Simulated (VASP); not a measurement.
Given:

```yaml
crystal:
  lattice:
    - [1.57000, -2.71932, 0.00000]
    - [1.57000, 2.71932, 0.00000]
    - [0.00000, 0.00000, 3.48000]
  atoms:
    - { symbol: Hf, position: [0.00000, 0.00000, 0.00000] }
    - { symbol: B, position: [0.33333, 0.66667, 0.50000] }
    - { symbol: B, position: [0.66667, 0.33333, 0.50000] }
```

All values below come from PBE GGA, VASP's PBE PAW potentials (set 64) (plane waves; VASP). Settings: 520 eV cut-off, 8×8×6 Monkhorst-Pack mesh, first-order Methfessel-Paxton smearing of 0.10 eV, potentials Hf_pv B.

Q: Give the stress tensor in GPa (positive for a compressed cell).

A: 
```
0.74  0.00  0.00
0.00  0.74  0.00
0.00  0.00  1.51
```
The pressure is its mean diagonal, 1.00 GPa.

The compound is HfB2 in the AlB2 type structure. The cell was not relaxed at this level. The k-mesh is coarse (spacing up to 0.30 per Å, 2π included), so the numbers may not be converged in it. The run is one of a series of settings (KPOINTS 8×8×6 Monkhorst-Pack mesh against the base run), some of them coarse on purpose.
